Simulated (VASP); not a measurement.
All values below come from PBE GGA with D4 dispersion, VASP's PBE PAW potentials (set 64) (plane waves; VASP).

The input files of a VASP run:

### INCAR
```
# general
SYSTEM = Li
PREC   = Accurate
ENCUT  = 520
LREAL  = .False.   # projection in real space or not
LASPH  = .True.   # aspherical one-centre terms

# electronic loop
EDIFF  = 1E-6
NELM   = 100
ALGO   = Normal   # blocked Davidson

# smearing
ISMEAR = 1
SIGMA  = 0.1   # width (eV)

# functional
GGA    = PE   # PBE
IVDW   = 13   # D4

# ions
IBRION = 2   # conjugate gradients
NSW    = 60
ISIF   = 3
EDIFFG = -0.01   # ionic stop

# output
LWAVE  = .False.
LCHARG = .False.
```

File KPOINTS:
```
Automatic
0
G
  13 13 13
0 0 0
```

**POSCAR**
```
Li
1
   -1.7450000000     1.7450000000     1.7450000000
    1.7450000000    -1.7450000000     1.7450000000
    1.7450000000     1.7450000000    -1.7450000000
Li
1
Direct
  0.0000000000   0.0000000000   0.0000000000
```

POTCAR, in this order: Li_sv (PBE.64 set). Program: vasp_std.

What VASP printed:

OSZICAR:
```
       N       E                     dE             d eps       ncg     rms          rms(c)
DAV:   1     0.524539526777E+00    0.52454E+00   -0.70185E+02   845   0.415E+02
DAV:   2    -0.181083171601E+01   -0.23354E+01   -0.22638E+01  1200   0.588E+01
DAV:   3    -0.190281582015E+01   -0.91984E-01   -0.91959E-01  1065   0.841E+00
DAV:   4    -0.190542181919E+01   -0.26060E-02   -0.25938E-02  1120   0.123E+00
DAV:   5    -0.190544870618E+01   -0.26887E-04   -0.26887E-04  1045   0.113E-01    0.242E-01
DAV:   6    -0.190429322319E+01    0.11555E-02   -0.28086E-04  1385   0.111E-01    0.138E-01
DAV:   7    -0.190372144112E+01    0.57178E-03   -0.68869E-04  1545   0.168E-01    0.275E-02
DAV:   8    -0.190372242113E+01   -0.98001E-06   -0.18643E-05   875   0.372E-02    0.192E-03
DAV:   9    -0.190371997489E+01    0.24462E-05   -0.64236E-07   655   0.119E-02    0.414E-04
DAV:  10    -0.190371910761E+01    0.86728E-06   -0.76532E-08   465   0.437E-03
   1 F= -.19223055E+01 E0= -.19223024E+01  d E =-.192231E+01
       N       E                     dE             d eps       ncg     rms          rms(c)
DAV:   1    -0.190542289352E+01   -0.17029E-02   -0.18144E-02  1195   0.145E+00    0.281E-01
DAV:   2    -0.190531433550E+01    0.10856E-03   -0.35809E-03  1045   0.514E-01    0.198E-01
DAV:   3    -0.190502825797E+01    0.28608E-03   -0.11190E-03  1565   0.222E-01    0.973E-02
DAV:   4    -0.190499232667E+01    0.35931E-04   -0.12825E-04  1520   0.975E-02    0.709E-03
DAV:   5    -0.190499677016E+01   -0.44435E-05   -0.46021E-06   800   0.223E-02    0.344E-03
DAV:   6    -0.190499929119E+01   -0.25210E-05   -0.57043E-07   450   0.824E-03    0.253E-04
DAV:   7    -0.190499923090E+01    0.60289E-07   -0.14097E-07   450   0.541E-03
   2 F= -.19238777E+01 E0= -.19238753E+01  d E =-.157221E-02
       N       E                     dE             d eps       ncg     rms          rms(c)
DAV:   1    -0.190806802548E+01   -0.30687E-02   -0.10477E-01  1130   0.366E+00    0.663E-01
DAV:   2    -0.190804821262E+01    0.19813E-04   -0.26350E-02  1040   0.144E+00    0.490E-01
DAV:   3    -0.190673781913E+01    0.13104E-02   -0.81135E-03  1605   0.609E-01    0.331E-01
DAV:   4    -0.190616706761E+01    0.57075E-03   -0.12883E-03  1585   0.298E-01    0.132E-02
DAV:   5    -0.190618562446E+01   -0.18557E-04   -0.26202E-05   865   0.647E-02    0.800E-03
DAV:   6    -0.190619333917E+01   -0.77147E-05   -0.42455E-06   975   0.189E-02    0.642E-04
DAV:   7    -0.190619317613E+01    0.16303E-06   -0.21703E-07   430   0.576E-03
   3 F= -.19258022E+01 E0= -.19258015E+01  d E =-.349668E-02
       N       E                     dE             d eps       ncg     rms          rms(c)
DAV:   1    -0.190616601140E+01    0.27328E-04   -0.42813E-03  1100   0.740E-01    0.134E-01
DAV:   2    -0.190619064681E+01   -0.24635E-04   -0.12316E-03  1080   0.323E-01    0.102E-01
DAV:   3    -0.190611827489E+01    0.72372E-04   -0.38496E-04  1605   0.133E-01    0.811E-02
DAV:   4    -0.190609405973E+01    0.24215E-04   -0.75269E-05  1575   0.696E-02    0.253E-03
DAV:   5    -0.190609726214E+01   -0.32024E-05   -0.15984E-06   685   0.162E-02    0.144E-03
DAV:   6    -0.190609875555E+01   -0.14934E-05   -0.20596E-07   425   0.504E-03    0.998E-05
DAV:   7    -0.190609876972E+01   -0.14162E-07   -0.49243E-08   420   0.332E-03
   4 F= -.19258639E+01 E0= -.19258636E+01  d E =-.355835E-02
```

### OUTCAR
```
------------------------ aborting loop because EDIFF is reached ----------------------------------------
  Edisp (eV):   -0.01977
  FORCE on cell =-STRESS in cart. coord.  units (eV):
  Direction    XX          YY          ZZ          XY          YZ          ZX
  --------------------------------------------------------------------------------------
  Total      -0.00020    -0.00020    -0.00020    -0.00000     0.00000    -0.00000
  in kB      -0.01625    -0.01625    -0.01625    -0.00000     0.00000    -0.00000
  external pressure =       -0.02 kB  Pullay stress =        0.00 kB
  volume of cell :       19.95
      direct lattice vectors                 reciprocal lattice vectors
    -1.708480742  1.708480742  1.708480742     0.000000000  0.292657674  0.292657674
     1.708480742 -1.708480742  1.708480742     0.292657674  0.000000000  0.292657674
     1.708480742  1.708480742 -1.708480742     0.292657674  0.292657674  0.000000000
 POSITION                                       TOTAL-FORCE (eV/Angst)
 -----------------------------------------------------------------------------------
      0.00000      0.00000     -0.00000         0.000000      0.000000     -0.000000
 -----------------------------------------------------------------------------------
    total drift:                               -0.000000     -0.000000      0.000000
  FREE ENERGIE OF THE ION-ELECTRON SYSTEM (eV)
  ---------------------------------------------------
  free  energy   TOTEN  =        -1.9258638826 eV

  energy  without entropy=       -1.9258629562  energy(sigma->0) =       -1.92586357

 reached required accuracy - stopping structural energy minimisation
```
(Selected blocks of OUTCAR.)

File CONTCAR:
```
Li
   1.00000000000000
    -1.7084807421643267    1.7084807421643267    1.7084807421643267
     1.7084807421643267   -1.7084807421643267    1.7084807421643267
     1.7084807421643267    1.7084807421643267   -1.7084807421643267
  Li
     1
Direct
     0.0000000000000000    0.0000000000000000    0.0000000000000000
```

Energy and stress use the plane-wave basis of the starting cell.

The compound is Li in the bcc structure. This run relaxes it. Symmetry was kept, so distortions that lower it aren't found.
